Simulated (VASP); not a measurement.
Input:

```cif
data_CsI
_chemical_formula_sum 'Cs1 I1'
_space_group_name_H-M_alt 'Pm-3m'
_space_group_IT_number 221
_space_group_name_Hall '-P 4 2 3'
_cell_length_a 4.61317
_cell_length_b 4.61317
_cell_length_c 4.61317
_cell_angle_alpha 90.000
_cell_angle_beta 90.000
_cell_angle_gamma 90.000
loop_
_atom_site_label
_atom_site_type_symbol
_atom_site_symmetry_multiplicity
_atom_site_Wyckoff_symbol
_atom_site_fract_x
_atom_site_fract_y
_atom_site_fract_z
_atom_site_occupancy
Cs1 Cs 1 a 0.00000 0.00000 0.00000 1
I1 I 1 b 0.50000 0.50000 0.50000 1
```

All values below come from MS2 meta-GGA, VASP's PBE PAW potentials (set 64) (plane waves; VASP). Numerical set-up: 520 eV cut-off, 6×6×6 Γ-centred mesh, Gaussian smearing of 0.050 eV, potentials Cs_sv I.

**Question.** Give the energy at these volumes per atom, relative to the lowest: 46.16, 47.63, 49.10, 50.58, 52.05 Å³.

**Answer.** 7.1, 1.7, 0.0, 1.5, 5.7 meV/atom. A third-order Birch-Murnaghan fit gives B0 = 11.6 GPa and B0′ = 5.1.

The compound is CsI in the CsCl type structure. It was relaxed first.
